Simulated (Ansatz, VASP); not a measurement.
# Be (Be(0001)): VASP beside Ansatz

One calculation is typed for both programs; each brings its own data sets and cutoff. How far apart do they land?

Program: Ansatz 0.2.0. Level of theory: plane waves, with VASP 6.6.1 beside it; single point at PBE. Results are calculated unless marked as measured.

## (1) The structure

The cell holds 8 atoms: 8 Be. Cell: a = 2.263 Å, b = 2.263 Å, c = 27.487 Å, α = 90.0°, β = 90.0°, γ = 60.0°. It derives from Be. As first built, before any earlier steps moved the atoms (in the runner's words): 8 layers of hcp Be, cut at this functional's lattice. Vacuum lies along c.

Coordinates:

```
Be
1.0
     2.26291    0.00000    0.00000
     1.13145    1.95973    0.00000
     0.00000    0.00000   27.48737
Be
8
Cartesian
  2.2629 1.3065 7.4161
  0.0000 0.0000 9.2644
  2.2629 1.3065 11.0634
  0.0000 0.0000 12.8522
  2.2629 1.3065 14.6351
  0.0000 0.0000 16.4240
  2.2629 1.3065 18.2229
  0.0000 0.0000 20.0712
```

## (2) VASP: single point, PBE

With cell and atoms fixed, the geometry can't cause a difference; cores, projectors, grids and the points listed under the comparison can.

Lines of VASP's logs that name or quote its potential files are left out, and so is its time.

INCAR reads:

```
SYSTEM = Be
PREC = Normal
ENCUT = 320
EDIFF = 1E-06
NELM = 120
ISMEAR = 1
SIGMA = 0.15
LREAL = .FALSE.
ALGO = Fast
GGA = PE
NBANDS = 16
LORBIT = 11
LWAVE = .FALSE.
LCHARG = .TRUE.
KPAR = 4
IDIPOL = 3
LDIPOL = .TRUE.
DIPOL = 0.5 0.5 0.5
LVHAR = .TRUE.
LVACPOTAV = .TRUE.
NEDOS = 1500
```

POSCAR reads:

```
Be
1.0
    2.2629053365      0.0000000000      0.0000000000
    1.1314526682      1.9597335078      0.0000000000
    0.0000000000      0.0000000000     27.4873709002
Be
8
Direct
    0.6666666700      0.6666666700      0.2698010999
    0.0000000000      0.0000000000      0.3370428905
    0.6666666700      0.6666666700      0.4024907801
    0.0000000000      0.0000000000      0.4675686047
    0.6666666700      0.6666666700      0.5324313953
    0.0000000000      0.0000000000      0.5975092199
    0.6666666700      0.6666666700      0.6629571095
    0.0000000000      0.0000000000      0.7301989001
```

KPOINTS reads:

```
Automatic mesh
0
Gamma
15 15 1
0 0 0
```

Potentials, in the order of the species: Be (PBE family, release 64).

The run is started by

```sh
mpirun -np 4 vasp_std
```

Numbers of over 12 decimals in the logs are rounded to 6 here.

The program printed:

```text
[banner, memory and clock lines left out]
running    4 mpi-ranks, on    1 nodes
 distrk:  each k-point on    1 cores,    4 groups
 distr:  one band on    1 cores,    1 groups

 POSCAR found type information on POSCAR Be
 POSCAR found :  1 types and       8 ions
 LDA part: xc-table for (Slater+PW92), standard interpolation
 POSCAR, INCAR and KPOINTS ok, starting setup
 FFT: planning ... GRIDC
 FFT: planning ... GRID_SOFT
 FFT: planning ... GRID
 WAVECAR not read
 entering main loop
       N       E                     dE             d eps       ncg     rms          rms(c)
DAV:   1     0.169351448327E+02    0.16935E+02   -0.44883E+03   872   0.537E+02
DAV:   2    -0.280998997154E+02   -0.45035E+02   -0.40174E+02  1184   0.117E+02
DAV:   3    -0.299671682909E+02   -0.18673E+01   -0.18222E+01  1240   0.223E+01
DAV:   4    -0.300034842586E+02   -0.36316E-01   -0.36301E-01  1208   0.347E+00
DAV:   5    -0.300047484003E+02   -0.12641E-02   -0.12640E-02  1392   0.587E-01    0.279E+00
RMM:   6    -0.294328441917E+02    0.57190E+00   -0.42798E-01  1077   0.236E+00    0.178E+00
RMM:   7    -0.292732883457E+02    0.15956E+00   -0.86265E-02  1025   0.112E+00    0.110E+00
RMM:   8    -0.291640141721E+02    0.10927E+00   -0.57461E-02  1073   0.114E+00    0.384E-01
RMM:   9    -0.291527923823E+02    0.11222E-01   -0.14756E-02  1125   0.480E-01    0.142E-01
RMM:  10    -0.291511477917E+02    0.16446E-02   -0.23045E-03  1155   0.215E-01    0.625E-02
RMM:  11    -0.291502476774E+02    0.90011E-03   -0.12898E-03  1122   0.124E-01    0.339E-02
RMM:  12    -0.291504730561E+02   -0.22538E-03   -0.52376E-04  1154   0.782E-02    0.222E-02
RMM:  13    -0.291507312085E+02   -0.25815E-03   -0.24826E-04  1100   0.542E-02    0.107E-02
RMM:  14    -0.291507531331E+02   -0.21925E-04   -0.71322E-05  1084   0.283E-02    0.616E-03
RMM:  15    -0.291508726945E+02   -0.11956E-03   -0.20692E-05  1072   0.157E-02    0.332E-03
RMM:  16    -0.291510048449E+02   -0.13215E-03   -0.98500E-06   954   0.964E-03    0.227E-03
RMM:  17    -0.291510960077E+02   -0.91163E-04   -0.77146E-06   926   0.733E-03    0.967E-04
RMM:  18    -0.291511142903E+02   -0.18283E-04   -0.13659E-06   851   0.362E-03    0.491E-04
RMM:  19    -0.291511243711E+02   -0.10081E-04   -0.67358E-07   740   0.224E-03    0.123E-04
RMM:  20    -0.291511249947E+02   -0.62359E-06   -0.87647E-08   530   0.122E-03
|                                                                             |
|           W    W    AA    RRRRR   N    N  II  N    N   GGGG   !!!           |
|           W    W   A  A   R    R  NN   N  II  NN   N  G    G  !!!           |
|           W    W  A    A  R    R  N N  N  II  N N  N  G       !!!           |
|           W WW W  AAAAAA  RRRRR   N  N N  II  N  N N  G  GGG   !            |
|           WW  WW  A    A  R   R   N   NN  II  N   NN  G    G                |
|           W    W  A    A  R    R  N    N  II  N    N   GGGG   !!!           |
|                                                                             |
|     Did not find any points to average over, which means that no vacuum     |
|     field-free region was found. Please increase the size of  your cell     |
|     in the dimension of the dipole correction to obtain accurate            |
|     workfunction values.                                                    |
|                                                                             |

   1 F= -.29151125E+02 E0= -.29149655E+02  d E =-.440972E-02
```

Parts of OUTCAR (step 2):

```text
ion  position               nearest neighbor table
   1  0.667  0.667  0.270-   2 2.26   2 2.26   2 2.26
   2  0.000  0.000  0.337-   3 2.22   3 2.22   3 2.22   1 2.26   1 2.26   1 2.26
   3  0.667  0.667  0.402-   4 2.22   4 2.22   4 2.22   2 2.22   2 2.22   2 2.22
   4  0.000  0.000  0.468-   5 2.21   5 2.21   5 2.21   3 2.22   3 2.22   3 2.22
   5  0.667  0.667  0.532-   4 2.21   4 2.21   4 2.21   6 2.22   6 2.22   6 2.22
   6  0.000  0.000  0.598-   5 2.22   5 2.22   5 2.22   7 2.22   7 2.22   7 2.22
   7  0.667  0.667  0.663-   6 2.22   6 2.22   6 2.22   8 2.26   8 2.26   8 2.26
   8  0.000  0.000  0.730-   7 2.26   7 2.26   7 2.26

  LATTYP: Found a hexagonal cell.
 ALAT       =     2.2629053365
 C/A-ratio  =    12.1469380344

 Subroutine GETGRP returns: Found 12 space group operations
 (whereof  6 operations were pure point group operations)

The static configuration has the point symmetry C_3v.
 The point group associated with its full space group is D_3d.

 Found     27 irreducible k-points:

   k-points           NKPTS =     27   k-points in BZ     NKDIM =     27   number of bands    NBANDS=     16

   dimension x,y,z NGX =    10 NGY =   10 NGZ =  120
   dimension x,y,z NGXF=    20 NGYF=   20 NGZF=  240

   ENCUT  =  320.0 eV  23.52 Ry    4.85 a.u.   3.30  3.30 40.09*2*pi/ulx,y,z

   NELECT =      16.0000    total number of electrons

 k-points in reciprocal lattice and weights: Automatic mesh
   0.00000000  0.00000000  0.00000000       0.004
   0.06666667  0.00000000  0.00000000       0.027
   0.13333333  0.00000000  0.00000000       0.027
   0.20000000  0.00000000  0.00000000       0.027
   0.26666667  0.00000000  0.00000000       0.027
   0.33333333  0.00000000  0.00000000       0.027
   0.40000000  0.00000000  0.00000000       0.027
   0.46666667  0.00000000  0.00000000       0.027
   0.13333333  0.06666667  0.00000000       0.027
[...]
-0.40000000  0.26666667  0.00000000       0.053
  -0.33333333  0.33333333  0.00000000       0.009

 dipolmoment           0.000000      0.000000     -0.000000 electrons x Angstroem

 average (electrostatic) potential at core
       1 -38.0606       2 -38.2990       3 -38.5253       4 -38.6382       5 -38.6381
       6 -38.5253       7 -38.2990       8 -38.0607

 E-fermi :   0.8552

 k-point     1 :       0.0000    0.0000    0.0000
  band No.  band energies     occupation
    ...
      5      -6.8260      2.00000
      6      -5.5887      2.00000
      7      -4.2640      2.00000
      8      -1.8630      2.00000
      9      -1.6675      2.00000
     10       3.1422     -0.00000
     11       4.7120      0.00000
     12       5.6999      0.00000
     13       6.0972      0.00000
     14       7.2605      0.00000
    ...

 k-point     2 :       0.0667    0.0000    0.0000
  band No.  band energies     occupation
    ...
      5      -6.6928      2.00000
      6      -5.4515      2.00000
      7      -4.1170      2.00000
      8      -1.7208      2.00000
      9      -1.5138      2.00000
     10       3.2042     -0.00000
     11       4.8120      0.00000
     12       5.8464      0.00000
     13       6.2504      0.00000
     14       7.4138      0.00000
    ...

 k-point     3 :       0.1333    0.0000    0.0000
  band No.  band energies     occupation
    ...
      5      -6.2951      2.00000
      6      -5.0429      2.00000
      7      -3.6799      2.00000
      8      -1.3000      2.00000
      9      -1.0542      2.00000
     10       3.3806     -0.00000
     11       5.0924      0.00000
     12       6.2737      0.00000
     13       6.7122      0.00000
     14       7.8716      0.00000
    ...

  Total       -1.7734973     -1.7734973      0.1307177      0.0000000     -0.0000000      0.0000000
  in kB      -23.3101200    -23.3101200      1.7181000      0.0000000     -0.0000000      0.0000000
  external PRESSURE =     -14.9673800 kB  Pullay stress =       0.0000000 kB

  energy-cutoff  :      320.00
  volume of cell :      121.90
      direct lattice vectors                 reciprocal lattice vectors
     2.262905336  0.000000000  0.000000000     0.441909780 -0.255136731  0.000000000
     1.131452668  1.959733508  0.000000000     0.000000000  0.510273461  0.000000000
     0.000000000  0.000000000 27.487370900     0.000000000  0.000000000  0.036380344

 POSITION                                       TOTAL-FORCE (eV/Angst)
 -----------------------------------------------------------------------------------
      2.26291      1.30649      7.41612        -0.000000     -0.000000      0.007468
      0.00000      0.00000      9.26442        -0.000000     -0.000000     -0.012711
      2.26291      1.30649     11.06341         0.000000     -0.000000     -0.017558
      0.00000      0.00000     12.85223        -0.000000      0.000000     -0.013562
      2.26291      1.30649     14.63514         0.000000     -0.000000      0.013562
      0.00000      0.00000     16.42396        -0.000000      0.000000      0.017558
      2.26291      1.30649     18.22295         0.000000      0.000000      0.012711
      0.00000      0.00000     20.07125         0.000000      0.000000     -0.007468
 -----------------------------------------------------------------------------------
    total drift:                                0.000000      0.000000      0.000000

  FREE ENERGIE OF THE ION-ELECTRON SYSTEM (eV)
  ---------------------------------------------------
  free  energy   TOTEN  =       -29.1511249947 eV

  energy  without entropy=      -29.1467152749  energy(sigma->0) =      -29.14965509

 vacuum level on the upper side and lower side of the slab         6.246         6.246

 total charge
# of ion       s       p       d       tot
------------------------------------------
    1        0.406   0.629   0.000   1.035
    2        0.413   0.731   0.000   1.144
    3        0.411   0.751   0.000   1.162
    4        0.410   0.757   0.000   1.167
    5        0.410   0.757   0.000   1.167
    6        0.411   0.751   0.000   1.162
    7        0.413   0.731   0.000   1.144
    8        0.406   0.629   0.000   1.035
--------------------------------------------------
tot          3.280   5.736   0.000   9.016

[... 3 further parts left out ...]
```

## (3) Ansatz: single point, PBE

Ansatz runs on its default PAW (the set named soft_2) files.

The same cell, functional, mesh and smearing now go to Ansatz, which takes its cutoff from its data sets.

input.yaml reads:

```yaml
crystal:
  lattice:
    - [2.2629053365, 0.0, 0.0]
    - [1.1314526682, 1.9597335078, 0.0]
    - [0.0, 0.0, 27.4873709002]
  atoms:
    - { symbol: Be, position: [0.66666667, 0.66666667, 0.2698010999] }
    - { symbol: Be, position: [0.0, 0.0, 0.3370428905] }
    - { symbol: Be, position: [0.66666667, 0.66666667, 0.4024907801] }
    - { symbol: Be, position: [0.0, 0.0, 0.4675686047] }
    - { symbol: Be, position: [0.66666667, 0.66666667, 0.5324313953] }
    - { symbol: Be, position: [0.0, 0.0, 0.5975092199] }
    - { symbol: Be, position: [0.66666667, 0.66666667, 0.6629571095] }
    - { symbol: Be, position: [0.0, 0.0, 0.7301989001] }
hamiltonian:
  xc: pbe
  pseudopotentials: { kind: paw }
kpoints:
  mp_grid: { grid: [15, 15, 1] }
scf:
  occupations: { method: methfessel_paxton, width: 0.15 }
  n_extra_bands: 6
efield:
  axis: 3
  dipole_correction: true
  ramp_width: 0.04
output:
  forces: true
  eigenvalues: true
```

The run is started by

```sh
ansatz run input.yaml --threads 4 --pin off --max-ram 9216MiB --backend cpu --events-out ev --progress --plain --runs-dir out
```

The program printed:

```text
scf.n_extra_bands = 6 over 8 filled bands (N_el = 16.0): the run solves 14 bands
Engine: ansatz 0.2.0, aarch64-unknown-linux-gnu
Pseudopotentials: kind: paw
Pseudopotential: Be, paw, valence charge 2, recommended cutoff 420 eV (normal), Be.paw.azcp
Functional definition: PBE
  parameter kappa = 0.804
  parameter beta = 0.066725
  exchange = pbe_x(kappa = kappa, mu = beta*pi^2/3)
  correlation = pbe_c(beta = beta)
Crystal: 8 atoms, lattice volume = 121.898 Å³
Basis set: ecut = 420 eV, 2395 PW (Γ), exchange–correlation on 32×32×384 points (8 copies of the dense FFT grid, shifted against one another)
Bands: 14, of which v1, the nominal top of the filled ones, is band 8 counted from 1 (7 counted from 0)
Symmetry: 6 space group operations
k-points: 27 of 225 (time reversal used)
Non-local potential: Be, projectors of the file, l = 0: 2, l = 1: 2, l = 2: 1
PAW form: soft (Blöchl's): semilocal exchange-correlation on the pseudo side does not see the compensation charge
PAW one-centre angular grid: Be, 110 points (default); XC on 64 Gauss nodes
Initial density: superposition of atomic densities (neutral atoms: chi_scale 0, normalization atom), corrected by the library's trained network
Initial wavefunctions: pseudopotential atomic-orbital guess
Functional: x = pbe(κ = 0.804, μ = 0.219515), c = pbe(β = 0.066725)
SCF iter   1: F=—  HF=-741.151820 eV  |F-HF|=—  |Δ(HF+E_count)|=         —  Δρ=3.03e-3  dr2=2.65e-1  ethr=1.77e-3  p=0.000 e·Å  D=3.35e-14 V/Å  ΔV_dip=-0.00 eV  dr2_dipole=7.17e-10  V_vac-E_F(+/−)=5.60/5.60 eV  ⟨swp⟩=11.4  Hψ=3991  notcnv=0
efield: sawtooth ramp at fractional position 0.9800 (placed from the atoms, in the widest stretch of the axis that holds none; the zero of the levels goes with the place), width 0.0400; the density the first Hamiltonian is built on has a dipole p = 0.000 e·Å; the dipole correction subtracts the counter field D = 3.35e-14 V/Å, which shifts the + side's vacuum level by -0.00 eV against the − side's; the planar-averaged density in the ramp window peaks in size at 1.4e-5 e/Å³
preconditioner: auto → LDOS  [metal: Δε(μ)=0.080 eV  Ē_g=8.142 eV  σ=0.150 eV  W_gap=0.43  n_scr=16 (ndim 8)  ℏωp=13.5 eV  f_vac=0.391  D(μ)=1.64/eV (n_scr^D=12)  β→1.0]
SCF iter   2: F=—  HF=-741.137559 eV  |F-HF|=—  |Δ(HF+E_count)|=   1.43e-2  S|Δr|=    0.00e0  Δρ=1.17e-3  dr2=5.57e-3  ethr=1.66e-3  p=0.000 e·Å  D=7.51e-5 V/Å  ΔV_dip=-0.00 eV  dr2_dipole=7.26e-7  V_vac-E_F(+/−)=5.42/5.42 eV  ⟨swp⟩=1.4  Hψ=617  notcnv=0  defer=10
SCF iter   3: F=—  HF=-741.136966 eV  |F-HF|=—  |Δ(HF+E_count)|=   5.94e-4  S|Δr|=    0.00e0  Δρ=4.80e-4  dr2=1.60e-3  ethr=3.48e-5  p=-0.000 e·Å  D=-4.37e-5 V/Å  ΔV_dip=0.00 eV  dr2_dipole=4.72e-7  V_vac-E_F(+/−)=5.39/5.38 eV  ⟨swp⟩=2.3  Hψ=552  notcnv=0  defer=10
SCF iter   4: F=—  HF=-741.136810 eV  |F-HF|=—  |Δ(HF+E_count)|=   1.56e-4  S|Δr|=    0.00e0  Δρ=1.75e-4  dr2=1.54e-4  ethr=9.99e-6  p=0.000 e·Å  D=7.49e-6 V/Å  ΔV_dip=-0.00 eV  dr2_dipole=7.43e-9  V_vac-E_F(+/−)=5.39/5.39 eV  ⟨swp⟩=2.1  Hψ=486  notcnv=0  defer=10
SCF iter   5: F=—  HF=-741.136790 eV  |F-HF|=—  |Δ(HF+E_count)|=   2.02e-5  S|Δr|=    0.00e0  Δρ=7.26e-5  dr2=1.91e-5  ethr=9.63e-7  p=0.000 e·Å  D=7.40e-6 V/Å  ΔV_dip=-0.00 eV  dr2_dipole=4.98e-10  V_vac-E_F(+/−)=5.39/5.39 eV  ⟨swp⟩=2.5  Hψ=558  notcnv=0  defer=10
SCF iter   6: F=—  HF=-741.136836 eV  |F-HF|=—  |Δ(HF+E_count)|=   4.59e-5  S|Δr|=    0.00e0  Δρ=1.79e-5  dr2=8.01e-7  ethr=1.19e-7  p=0.000 e·Å  D=1.54e-7 V/Å  ΔV_dip=-0.00 eV  dr2_dipole=1.54e-8  V_vac-E_F(+/−)=5.39/5.39 eV  ⟨swp⟩=2.6  Hψ=610  notcnv=0  defer=10
SCF iter   7: F=-741.136836 eV  HF=-741.136836 eV  |F-HF|=6.38e-8  |Δ(HF+E_count)|=   4.35e-7  S|Δr|=    0.00e0  Δρ=4.29e-6  dr2=2.32e-8  ethr=6.25e-10  p=0.000 e·Å  D=5.43e-7 V/Å  ΔV_dip=-0.00 eV  dr2_dipole=9.82e-10  V_vac-E_F(+/−)=5.39/5.39 eV  ⟨swp⟩=12.7  Hψ=2702  notcnv=0
SCF 1 converged in 7 iterations: F = -741.136836 eV  dr2 = 2.32e-8
  greatest PAW one-centre occupation: 0.365 electrons in one spin orbital (limit 2), on the Be atom at site 1 (counted from 0), in its partial waves of l = 0
SCF converged after 7 iterations
Stability not checked: this state was not tested for a lower state beside it, because cold or Methfessel-Paxton smearing, or corrected tetrahedra, fill the levels in a way that the test cannot read (fill_not_monotonic; see scf.lower_state_search)
Free energy (F): -741.136836 eV
Harris-Foulkes:  -741.136836 eV  (|F-HF|=6.38e-8)
Internal energy: -741.132364 eV  (E = F + TS)
E sigma→0 (E₀):  -741.135718 eV
Entropy (-TS):   -0.004472 eV (-0.559 meV/atom)
Fermi energy:    1.425304 eV
Dipole field:    D = 0.000055 V/Å  (p = 0.000037 e·Å, saw-weighted, corrected)
Work function:   Φ+ = 5.3909 eV   Φ− = 5.3925 eV
Levels:          The Fermi level and band energies are counted from a zero that moves with the ramp; work functions are not
--- Per-component energies (eV) ---
  E_band       = -45.169923
  E_kinetic    = 162.206388
  E_local      = -5394.218849  (includes V_loc(G=0)·N_el)
  E_nonlocal   = 36.055365
  E_hartree    = 2662.668874
  E_xc         = -155.777234
  E_vxc        = -163.185014  (∫ρ·V_xc dr)
  E_paw        = -476.503656  (= ΣΔE_a)
  E_vpaw       = -11.365093  (= ΣTr[D̂ρ^β])
  E_aug_tail   = -0.000006  (compensation charges beyond the density's cutoff)
  E_efield     = 0.000000  (sawtooth field / dipole correction)
  E_vefield    = 0.000000  (∫n·V_field dr)
  E_ewald      = 2424.436753
  E_smearing   = -0.004472  (= −TS)
  E_closure    = -0.000000  (closes the sum)
  Σ components = -741.136836   (vs F -741.136836, Δ=0.00e0)
--- Forces (eV/Å), atoms counted from 1 ---
  atom   1  Be     0.00000000     0.00000000     0.01470672
  atom   2  Be     0.00000000     0.00000000    -0.01312266
  atom   3  Be     0.00000000     0.00000000    -0.01765063
  atom   4  Be     0.00000000     0.00000000    -0.01326266
  atom   5  Be    -0.00000000     0.00000000     0.01327125
  atom   6  Be    -0.00000000     0.00000000     0.01760320
  atom   7  Be    -0.00000000     0.00000000     0.01312732
  atom   8  Be     0.00000000    -0.00000000    -0.01466572
  max |Σ_I F_I| component: 6.83e-6 eV/Å
--- Band table (eV; the first three rows and the last of 27) ---
  k-point 0: bands = [... 4 lower, -6.2543, -5.0176, -3.6937, -1.2901, -1.0949, 3.7124, 5.2803, 6.2627, ... 2 higher]
  k-point 1: bands = [... 4 lower, -6.1212, -4.8805, -3.5466, -1.1479, -0.9412, 3.7744, 5.3805, 6.4094, ... 2 higher]
  k-point 2: bands = [... 4 lower, -5.7236, -4.4720, -3.1095, -0.7272, -0.4816, 3.9508, 5.6611, 6.8376, ... 2 higher]
  k-point 26: bands = [... 4 lower, 0.7886, 0.7886, 1.0523, 1.1184, 1.1185, 2.0938, 2.4125, 2.4125, ... 2 higher]
```

The job ended after 1.7 s (4 threads of Arm Neoverse V2, shared host; peak memory 0.35 GiB; 5.1 s of CPU time).

## (4) Side by side

Known differences besides the potentials themselves: the cutoff is 420 eV in Ansatz and 320 eV in VASP (PREC = Normal); VASP leaves aspherical gradient terms in its spheres out (LASPH is not set), Ansatz keeps them. Total energies have different zeros and are not compared.

Both answers:

```tsv
quantity	Ansatz	VASP	difference
work function, lower of the two faces (eV)	5.39	5.39	0.00
work function, higher of the two faces (eV)	5.39	5.39	0.00
```

At this near-relaxed geometry the largest component of a force difference is 7 meV/Å. VASP's log warns that it found no field-free region in the vacuum, so its work functions are uncertain.

## (5) Summary of results

| Item | Value |
| --- | --- |
| difference in work function, higher of the two faces (single point, PBE) | 0.0017 eV |

**Reading.** The difference in work function, higher of the two faces is 0.0017 eV (single point, PBE). How closely two codes agree says nothing of how well the functional describes the real material.

[Lines on the potential files, build, host, timing and source positions are cut from VASP's logs without a mark.]

[Logs are printed without paths, hosts, clocks, repeated set-up lines and the standing remarks that a program may print on its own settings, such as how far it seeks lower states.]

[Hosts, paths, dates, database ids (printed as entryN), source tags and the programs' standing remarks are cut or masked in the printed files.]
